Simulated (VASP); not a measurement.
```yaml
crystal:
  lattice:
    - [1.79997, -3.11765, 0.00000]
    - [1.79997, 3.11765, 0.00000]
    - [0.00000, 0.00000, 5.62442]
  atoms:
    - { symbol: Gd, position: [0.33333, 0.66667, 0.25000] }
    - { symbol: Gd, position: [0.66667, 0.33333, 0.75000] }
```

These are PBE GGA, VASP's PBE PAW potentials (set 64) (plane waves; VASP) values and carry that method's errors. Settings: 480 eV cut-off, 10×10×6 Γ-centred mesh, first-order Methfessel-Paxton smearing of 0.10 eV, potentials Gd_3.

The 4f electrons are frozen in the core of the lanthanide potential, so 4f levels, which can set the real gap, and their magnetism are missing.

Estimate the energy per atom (σ→0), pressure, band gap (on the k-mesh) with the smallest direct gap where there is one.

The band gap (on the k-mesh) comes out as none (metal, semimetal or under 0.01 eV) and the energy per atom (σ→0) is -441.4 kJ/mol-atom. The pressure is 1.88 GPa.

The absolute energy has meaning only against runs of the same code, potentials and settings.

The compound is Gd in the hcp structure. This cell was strained or had an atom moved on purpose.
